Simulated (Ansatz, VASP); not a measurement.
# Te (Tellurium) in two plane-wave programs, part 2 of 2

Aim: how closely do two programs agree when they are given the same cell, functional and k mesh? The cell is taken from a series of VASP runs on this material, whose earlier steps may have relaxed, scaled or displaced it; both programs get it as it stands.

VASP 6.6.1 and Ansatz 0.2.0.

So far. Step 2 (Ansatz: single point, PBEsol): The run ends at a pressure of -0.07 GPa, with forces up to 0.022 eV/Å. Step 3 (VASP: single point, PBEsol): The run ends at a pressure of 0.00 GPa, with forces up to 0.0021 eV/Å.

## 6. VASP: band structure, PBEsol

Level of this step: PBEsol; plane waves and PAW (Te) (VASP).

A single point gives forces, pressure and levels at one fixed geometry, so differences don't come from the geometry; what else differs is listed under the comparison.

INCAR reads:

```
SYSTEM = Te
PREC = Accurate
ENCUT = 400
EDIFF = 1E-06
NELM = 100
ISMEAR = 0
SIGMA = 0.05
LREAL = .FALSE.
ALGO = Normal
GGA = PS
NBANDS = 22
LORBIT = 11
LWAVE = .FALSE.
LCHARG = .FALSE.
KPAR = 2
```

POSCAR reads:

```
Te
1.0
    4.3253471060      0.0000000000      0.0000000000
   -2.1626735530      3.7458604741      0.0000000000
    0.0000000000      0.0000000000      5.9653417255
Te
3
Direct
    0.2817790057      0.0000000000      0.3333333333
    0.0000000000      0.2817790057      0.6666666667
    0.7182209943      0.7182209943      0.0000000000
```

KPOINTS reads:

```
Automatic mesh
0
Gamma
5 5 4
0 0 0
```

KPOINTS_OPT reads:

```
Line mode
16
Line-mode
Reciprocal
  0.00000000   0.00000000   0.00000000 GAMMA
  0.50000000   0.00000000   0.00000000 M

  0.50000000   0.00000000   0.00000000 M
  0.33333333   0.33333333   0.00000000 K

  0.33333333   0.33333333   0.00000000 K
  0.00000000   0.00000000   0.00000000 GAMMA

  0.00000000   0.00000000   0.00000000 GAMMA
  0.00000000   0.00000000   0.50000000 A

  0.00000000   0.00000000   0.50000000 A
  0.50000000   0.00000000   0.50000000 L

  0.50000000   0.00000000   0.50000000 L
  0.33333333   0.33333333   0.50000000 H

  0.33333333   0.33333333   0.50000000 H
  0.00000000   0.00000000   0.50000000 A

  0.50000000   0.00000000   0.50000000 L
  0.50000000   0.00000000   0.00000000 M

  0.33333333   0.33333333   0.00000000 K
  0.33333333   0.33333333   0.50000000 H
```

Potentials, in the order of the species: Te (PBE family, release 64).

Command:

```sh
$ mpirun -np 2 vasp_std
```

Numbers of over 12 decimals in the logs are rounded to 6 here.

Log:

```text
[banner, memory and clock lines left out]
running    2 mpi-ranks, on    1 nodes
[...]
[... a notice as in an earlier step ...]

 LDA part: xc-table for (Slater+PW92), standard interpolation
 POSCAR, INCAR and KPOINTS ok, starting setup
[...]
entering main loop
       N       E                     dE             d eps       ncg     rms          rms(c)
DAV:   1     0.578629727602E+02    0.57863E+02   -0.52385E+03   748   0.527E+02
DAV:   2    -0.670249965298E+01   -0.64565E+02   -0.61491E+02   986   0.105E+02
DAV:   3    -0.105247326549E+02   -0.38222E+01   -0.37861E+01   922   0.255E+01
DAV:   4    -0.105913029790E+02   -0.66570E-01   -0.66560E-01   916   0.395E+00
[...]
DAV:   8    -0.105632020854E+02    0.52926E-03   -0.39570E-03   862   0.278E-01    0.124E-01
DAV:   9    -0.105632163294E+02   -0.14244E-04   -0.12092E-04   898   0.532E-02    0.819E-02
DAV:  10    -0.105632171985E+02   -0.86910E-06   -0.92264E-06   898   0.147E-02
   1 F= -.10563217E+02 E0= -.10563217E+02  d E =-.189079E-10
 Start KPOINTS_OPT (optional k-point list driver)
k-point batch [1-17\144]
       N       E                     dE             ncg
DAV:   1     0.144733589948E+04   -0.25502E+04      748
DAV:   2     0.342848457880E+03   -0.11045E+04      960
DAV:   3     0.272865795148E+03   -0.69983E+02      886
DAV:   4     0.271697893572E+03   -0.11679E+01      910
DAV:   5     0.271666514343E+03   -0.31379E-01      950
DAV:   6     0.271665060612E+03   -0.14537E-02     1006
DAV:   7     0.271665044355E+03   -0.16256E-04      930
DAV:   8     0.271665043676E+03   -0.67965E-06      676
[...]
k-point batch [137-144\144]
       N       E                     dE             ncg
DAV:   1     0.498146031856E+04   -0.36161E+04      352
DAV:   2     0.449552871332E+04   -0.48593E+03      486
DAV:   3     0.446825412828E+04   -0.27275E+02      436
DAV:   4     0.446779881665E+04   -0.45531E+00      452
DAV:   5     0.446778823676E+04   -0.10580E-01      442
DAV:   6     0.446778779657E+04   -0.44019E-03      468
DAV:   7     0.446778778566E+04   -0.10911E-04      420
DAV:   8     0.446778778516E+04   -0.50261E-06      346
```

Parts of OUTCAR (step 6):

```text
  Total        0.0028098      0.0028098      0.0056312      0.0000000      0.0000000      0.0000000
  in kB        0.0465772      0.0465772      0.0933482      0.0000000      0.0000000      0.0000000
  external PRESSURE =       0.0621675 kB  Pullay stress =       0.0000000 kB

 POSITION                                       TOTAL-FORCE (eV/Angst)
 -----------------------------------------------------------------------------------
      1.21879      0.00000      1.98845         0.002004     -0.000000     -0.000000
     -0.60940      1.05550      3.97689        -0.001002      0.001736      0.000000
      1.55328      2.69036      0.00000        -0.001002     -0.001736      0.000000
 -----------------------------------------------------------------------------------
    total drift:                               -0.000000     -0.000000      0.000000

  FREE ENERGIE OF THE ION-ELECTRON SYSTEM (eV)
  ---------------------------------------------------
  free  energy   TOTEN  =       -10.5632171985 eV

  energy  without entropy=      -10.5632171985  energy(sigma->0) =      -10.56321720

[... 1 part as in an earlier step ...]

[... 2 further parts left out ...]
[key lines of the parts left out:]
E-fermi :   6.5758
```

Spin-orbit coupling is off here; with elements this heavy it splits and shifts levels by tenths of an eV or more.

## 7. Ansatz: band structure, PBEsol

The same cell, functional, mesh and smearing now go to Ansatz, which takes its cutoff from its data sets.

The cell is taken from a series of VASP runs on this material, whose earlier steps may have relaxed, scaled or displaced it; both programs get it as it stands.

input.yaml reads:

```yaml
crystal:
  lattice:
    - [4.325347106, 0.0, 0.0]
    - [-2.162673553, 3.7458604741, 0.0]
    - [0.0, 0.0, 5.9653417255]
  atoms:
    - { symbol: Te, position: [0.2817790057, 0.0, 0.3333333333] }
    - { symbol: Te, position: [0.0, 0.2817790057, 0.6666666667] }
    - { symbol: Te, position: [0.7182209943, 0.7182209943, 0.0] }
hamiltonian:
  xc: pbesol
  pseudopotentials: { kind: paw }
kpoints:
  mp_grid: { grid: [5, 5, 4] }
  band_path:
    path:
      - [0.0, 0.0, 0.0]
      - [0.13333, 0.0, 0.0]
      - [0.3, 0.0, 0.0]
      - [0.46667, 0.0, 0.0]
      - [0.46667, 0.06667, 0.0]
      - [0.41111, 0.17778, 0.0]
      - [0.35556, 0.28889, 0.0]
      - [0.28889, 0.28889, 0.0]
      - [0.17778, 0.17778, 0.0]
      - [0.06667, 0.06667, 0.0]
      - [0.0, 0.0, 0.03333]
      - [0.0, 0.0, 0.2]
      - [0.0, 0.0, 0.36667]
      - [0.0, 0.0, 0.5]
      - [0.16667, 0.0, 0.5]
      - [0.3, 0.0, 0.5]
      - [0.46667, 0.0, 0.5]
      - [0.46667, 0.06667, 0.5]
      - [0.41111, 0.17778, 0.5]
      - [0.35556, 0.28889, 0.5]
      - [0.28889, 0.28889, 0.5]
      - [0.17778, 0.17778, 0.5]
      - [0.06667, 0.06667, 0.5]
      - [0.5, 0.0, 0.46667]
      - [0.5, 0.0, 0.3]
      - [0.5, 0.0, 0.13333]
      - [0.33333, 0.33333, 0.0]
      - [0.33333, 0.33333, 0.16667]
      - [0.33333, 0.33333, 0.33333]
      - [0.33333, 0.33333, 0.5]
    npoints: 1
scf:
  occupations: { method: gaussian, width: 0.05 }
  n_extra_bands: 7
output:
  forces: true
  stress: true
  eigenvalues: true
```

Command:

```sh
$ ansatz run input.yaml --threads 2 --pin off --max-ram 4608MiB --backend cpu --events-out ev --progress --plain --runs-dir out
```

Log:

```text
[...]
Crystal: 3 atoms, lattice volume = 96.651 Å³
Basis set: ecut = 420 eV, 1897 PW (Γ), exchange–correlation on 60×60×80 points (8 copies of the dense FFT grid, shifted against one another)
Bands: 31, of which v1, the nominal top of the filled ones, is band 24 counted from 1 (23 counted from 0)
Symmetry: 6 space group operations
[...]
k-points: 17 of 100 (time reversal used)
[...]
k-point 0: bands = [... 20 lower, 6.8298, 7.6999, 7.6999, 8.3781, 10.4477, 10.4477, 11.1316, 14.2842, ... 3 higher]
  k-point 1: bands = [... 20 lower, 6.9705, 7.9269, 8.1423, 8.4611, 10.0310, 10.0901, 10.5581, 13.4856, ... 3 higher]
  k-point 2: bands = [... 20 lower, 6.8034, 8.1766, 8.5863, 8.5863, 9.7404, 9.7958, 9.7958, 13.1376, ... 3 higher]
  k-point 16: bands = [... 20 lower, 4.6424, 8.1215, 8.3350, 9.2824, 9.9130, 10.7473, 11.1671, 14.4168, ... 3 higher]
[key lines of the parts left out:]
SCF converged after 6 iterations
Free energy (F): -20704.524581 eV
Fermi energy:    9.516191 eV
P = ⅓ Tr σ = -0.0651 GPa (-0.651 kbar)
```

It took 9 s on 2 threads of Arm Neoverse N1, shared host; peak memory 0.32 GiB; 17 s of CPU time.

## 8. Comparison

Both answers:

| quantity | Ansatz | VASP | difference |
| --- | --- | --- | --- |
| pressure (GPa) | -0.07 | 0.01 | -0.07 |

At this near-relaxed geometry the largest component of a force difference is 24 meV/Å. Levels from 3 eV below to 2 eV above the Fermi level differ by 21 meV r.m.s. and 30 meV at most; each VASP level is matched to the nearest of Ansatz, which flatters the figure a little. Ansatz's pressure holds a Pulay correction of 0.03 GPa; VASP's holds none.

## 9. What the set-up changes

Further runs change the set-up of one program: Ansatz's method, potentials or start, or VASP's data sets, cutoff or form of LDA. The table gives Ansatz less VASP for each quantity, since a change that brings one quantity closer may part another.

```
                                        run  r.m.s. force difference (meV/Å)  pressure (GPa)
                                   as above                               14          -0.071
                       cores kept as stored                               13          -0.062
          Ansatz's all-electron LAPW method                               16          -0.059
    Ansatz's larger PAW set (cutoff 430 eV)                               15          -0.067
norm-conserving potentials (cutoff 1120 eV)                               10           -0.12
```

## 10. VASP: band structure, PBEsol, spin-orbit coupling

With cell and atoms fixed, the geometry can't cause a difference; cores, projectors, grids and the points listed under the comparison can.

Changes to INCAR since step 6:

```diff
@@ -10,3 +10,8 @@
 GGA = PS
-NBANDS = 22
+LNONCOLLINEAR = .TRUE.
+MAGMOM = 0 0 0 0 0 0 0 0 0
+NBANDS = 30
+GGA_COMPAT = .FALSE.
+LASPH = .TRUE.
+LSORBIT = .TRUE.
 LORBIT = 11
```

POSCAR is that of step 6.

KPOINTS reads:

```
Automatic mesh
0
Gamma
4 4 3
0 0 0
```

KPOINTS_OPT is that of step 6.

Command:

```sh
$ mpirun -np 2 vasp_ncl
```

Log:

```text
[... set-up lines as in an earlier step ...]
 entering main loop
       N       E                     dE             d eps       ncg     rms          rms(c)
DAV:   1     0.688610321403E+02    0.68861E+02   -0.56396E+03   660   0.791E+02
DAV:   2    -0.514545168492E+01   -0.74006E+02   -0.70521E+02   858   0.140E+02
DAV:   3    -0.107920646233E+02   -0.56466E+01   -0.55833E+01   814   0.402E+01
DAV:   4    -0.109047469784E+02   -0.11268E+00   -0.11261E+00   816   0.667E+00
[...]
DAV:  10    -0.108818861561E+02   -0.37443E-05   -0.12294E-04   816   0.606E-02    0.461E-02
DAV:  11    -0.108818882861E+02   -0.21301E-05   -0.58888E-06   824   0.149E-02    0.183E-02
DAV:  12    -0.108818874149E+02    0.87127E-06   -0.94927E-07   500   0.601E-03
   1 F= -.10881887E+02 E0= -.10881887E+02  d E =-.149200E-09  mag=    -0.0000    -0.0000    -0.0000
 Start KPOINTS_OPT (optional k-point list driver)
k-point batch [1-11\144]
       N       E                     dE             ncg
DAV:   1     0.111303765642E+04    0.16087E+03      660
DAV:   2     0.271599832432E+03   -0.84144E+03      884
DAV:   3     0.206422911838E+03   -0.65177E+02      848
DAV:   4     0.205122338607E+03   -0.13006E+01      848
DAV:   5     0.205102651203E+03   -0.19687E-01      790
DAV:   6     0.205101753670E+03   -0.89753E-03      868
DAV:   7     0.205101745384E+03   -0.82865E-05      812
DAV:   8     0.205101745175E+03   -0.20915E-06      524
[...]
k-point batch [144-144\144]
       N       E                     dE             ncg
DAV:   1     0.501905849600E+04   -0.42294E+03       60
DAV:   2     0.495090599170E+04   -0.68153E+02       88
DAV:   3     0.494596962408E+04   -0.49364E+01       72
DAV:   4     0.494586507673E+04   -0.10455E+00       66
DAV:   5     0.494586178840E+04   -0.32883E-02       66
DAV:   6     0.494586163203E+04   -0.15638E-03       66
DAV:   7     0.494586162351E+04   -0.85161E-05       72
DAV:   8     0.494586162303E+04   -0.48193E-06       44
```

From OUTCAR (step 10):

```text
  Total        0.2858334      0.2858334      0.1749743      0.0000000      0.0000000      0.0000000
  in kB        4.7382255      4.7382255      2.9005271      0.0000000      0.0000000      0.0000000
  external PRESSURE =       4.1256594 kB  Pullay stress =       0.0000000 kB

 POSITION                                       TOTAL-FORCE (eV/Angst)
 -----------------------------------------------------------------------------------
      1.21879      0.00000      1.98845         0.047419      0.000000      0.000000
     -0.60940      1.05550      3.97689        -0.023709      0.041066     -0.000000
      1.55328      2.69036      0.00000        -0.023709     -0.041066     -0.000000
 -----------------------------------------------------------------------------------
    total drift:                               -0.000000     -0.000000      0.000000

  FREE ENERGIE OF THE ION-ELECTRON SYSTEM (eV)
  ---------------------------------------------------
  free  energy   TOTEN  =       -10.8818874149 eV

  energy  without entropy=      -10.8818874147  energy(sigma->0) =      -10.88188741

 magnetization (x)
# of ion       s       p       d       tot
------------------------------------------
    1        0.000  -0.000   0.000  -0.000
    2       -0.000   0.000  -0.000   0.000
    3       -0.000   0.000  -0.000   0.000
--------------------------------------------------
tot         -0.000  -0.000  -0.000  -0.000

 magnetization (y)
# of ion       s       p       d       tot
------------------------------------------
    1       -0.000  -0.000   0.000  -0.000
    2        0.000  -0.000   0.000  -0.000
    3       -0.000   0.000  -0.000   0.000
--------------------------------------------------
tot         -0.000  -0.000  -0.000  -0.000

 magnetization (z)
# of ion       s       p       d       tot
------------------------------------------
    1       -0.000  -0.000  -0.000  -0.000
    2        0.000   0.000   0.000   0.000
    3        0.000   0.000   0.000   0.000
--------------------------------------------------
tot          0.000   0.000  -0.000   0.000

[... 1 part as in an earlier step ...]

[... 2 further parts left out ...]
[key lines of the parts left out:]
E-fermi :   6.4574
```

The run ends at a pressure of 0.41 GPa, with forces up to 0.047 eV/Å.

## 11. Ansatz: band structure, PBEsol, spin-orbit coupling

The same cell, functional, mesh and smearing now go to Ansatz, which takes its cutoff from its data sets.

The cell is taken from a series of VASP runs on this material, whose earlier steps may have relaxed, scaled or displaced it; both programs get it as it stands.

Changes to input.yaml since step 7:

```diff
@@ -11,5 +11,8 @@
   xc: pbesol
-  pseudopotentials: { kind: paw }
+  pseudopotentials: { kind: paw_fr }
+magnetization:
+  noncollinear: true
+  spin_orbit: true
 kpoints:
-  mp_grid: { grid: [5, 5, 4] }
+  mp_grid: { grid: [4, 4, 3] }
   band_path:
@@ -49,3 +52,3 @@
   occupations: { method: gaussian, width: 0.05 }
-  n_extra_bands: 7
+  n_extra_bands: 14
 output:
```

Command:

```sh
$ ansatz run input.yaml --threads 2 --pin off --max-ram 4608MiB --backend cpu --events-out ev --progress --plain --runs-dir out
```

Log:

```text
[...]
non-collinear run that drives no moment, with spin-orbit: no starting moment large enough to seed its density (crystal.atoms[].spin), no starting occupations that ask for one, no magnetisation constraint and no magnetic field, so the semilocal B_xc is pinned to zero
Crystal: 3 atoms, lattice volume = 96.651 Å³
[...]
k-point 1: bands = [... 44 lower, 8.1319, 8.4308, 8.5165, 8.6844, 9.6025, 9.6295, 10.0353, 10.1590, ... 10 higher]
  k-point 2: bands = [... 44 lower, 8.3838, 8.5416, 8.7305, 8.8553, 10.0479, 10.1382, 10.4696, 10.5331, ... 10 higher]
  k-point 8: bands = [... 44 lower, 8.3443, 8.4088, 9.1162, 9.1976, 9.9264, 9.9676, 10.9263, 10.9494, ... 10 higher]
[key lines of the parts left out:]
SCF converged after 7 iterations
Magnetization: |M| = 0.0000 μB,  M = (+0.0000, +0.0000, +0.0000) μB
Free energy (F): -20712.485793 eV
Fermi energy:    9.405405 eV
P = ⅓ Tr σ = 0.3529 GPa (3.529 kbar)
```

Run time: 39 s. Hardware: 2 threads; peak memory 0.57 GiB; 77 s of CPU time.

## 12. Side by side

What differs besides the data sets and the points named for the pairs above, as far as they apply: spin-orbit coupling enters by fully relativistic files in Ansatz and inside the spheres in VASP; the data sets hold 48 valence electrons in Ansatz (fully relativistic PAW (standard-fr) files) and 18 in VASP. Total energies have different zeros and are not compared.

Compared:

```csv
quantity,Ansatz,VASP,difference
pressure (GPa),0.35,0.41,-0.06
```

Forces (eV/Å; atoms numbered as in POSCAR):

```csv
atom,"Ansatz x, y, z","VASP x, y, z"
Te1,"0.027, 0.000, 0.000","0.047, 0.000, 0.000"
Te2,"-0.013, 0.023, 0.000","-0.024, 0.041, 0.000"
Te3,"-0.013, -0.023, 0.000","-0.024, -0.041, 0.000"
```

The forces differ by 12 meV/Å r.m.s., which is 43.5 % of the r.m.s. force of 0.03 eV/Å (both taken over all components). Levels from 3 eV below to 2 eV above the Fermi level differ by 9 meV r.m.s. and 19 meV at most; each VASP level is matched to the nearest of Ansatz, which flatters the figure a little. Ansatz's pressure holds a Pulay correction of 0.03 GPa; VASP's holds none.

## 13. Summary of results

| Item | Value |
| --- | --- |
| r.m.s. force difference (single point, PBEsol) | 14 meV/Å |
| r.m.s. force difference (band structure, PBEsol) | 14 meV/Å |
| r.m.s. difference of levels near the Fermi level (band structure, PBEsol, spin-orbit coupling) | 9.1 meV |
| r.m.s. force difference (band structure, PBEsol, spin-orbit coupling) | 12 meV/Å |

**Reading.** The r.m.s. force difference is 14 meV/Å (single point, PBEsol), beyond the 12 meV/Å picked in this series as the mark of a large difference. Single point, PBEsol, Ansatz's all-electron LAPW method: the difference in gap on the k mesh goes from 0.0086 to 0.012 eV. Single point, PBEsol, Ansatz's larger PAW set (cutoff 430 eV): the difference in gap on the k mesh goes from 0.0086 to 0.011 eV. Single point, PBEsol, norm-conserving potentials (cutoff 1120 eV): r.m.s. force difference goes from 14 to 10 meV/Å; the difference in pressure goes from -0.065 to -0.11 GPa; the difference in gap on the k mesh goes from 0.0086 to 0.0050 eV. Band structure, PBEsol, norm-conserving potentials (cutoff 1120 eV): r.m.s. force difference goes from 14 to 10 meV/Å; the difference in pressure goes from -0.071 to -0.12 GPa. How closely two codes agree says nothing of how well the functional describes the real material.

[Lines on the potential files, build, host, timing and source positions are cut from VASP's logs without a mark.]

[Logs are printed without paths, hosts, clocks, repeated set-up lines and the standing remarks that a program may print on its own settings, such as how far it seeks lower states.]

[Hosts, paths, dates, database ids (printed as entryN), source tags and the programs' standing remarks are cut or masked in the printed files.]
